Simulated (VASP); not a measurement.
Input of a VASP 6.6.1 run:

INCAR

```
SYSTEM = TiRuN2
PREC = Normal
ENCUT = 520
EDIFF = 1E-4
ISMEAR = 0
SIGMA = 0.15
LREAL = .False.
LASPH = .True.
NELM = 60
ALGO = Fast
ISIF = 3
LWAVE = .False.
LCHARG = .False.
GGA = PE
IBRION = 2
NSW = 24
EDIFFG = -0.08
```

File KPOINTS:

```
Automatic mesh
0
Gamma
  5 5 4
  0 0 0
```

POSCAR

```
TiRuN2
1.0
    3.2000000000      0.0000000000      0.0000000000
    0.0000000000      3.2000000000      0.0000000000
    0.0000000000      0.0000000000      4.5000000000
Ti Ru N
1 1 2
Direct
    0.0000000000      0.0000000000      0.0000000000
    0.5000000000      0.5000000000      0.5000000000
    0.5000000000      0.0000000000      0.7500000000
    0.0000000000      0.5000000000      0.2500000000
```

Potentials or basis: VASP PAW PBE potentials, release 64 (Ti_sv, Ru_pv, N).

Command:

```bash
$ cat potpaw_PBE.64/Ti_sv/POTCAR potpaw_PBE.64/Ru_pv/POTCAR potpaw_PBE.64/N/POTCAR > POTCAR
$ mpirun -np 1 vasp_std > vasp.out
```

Question: Predict the relaxed volume.

Answer: 11.98 Å³/atom.

Question: Predict the band gap on the k mesh.

Answer: None (metal or under the smearing width).

Question: Predict the space group after relaxing (to 0.05 Å).

Answer: P-4m2 (No. 115).

Stress tensor (GPa, compression positive):
```
-0.71  0.00  0.00
 0.00 -0.71  0.00
 0.00  0.00  0.40
```

Caveat: the k mesh is coarse (spacing up to 0.39 Å⁻¹), so the values aren't converged.
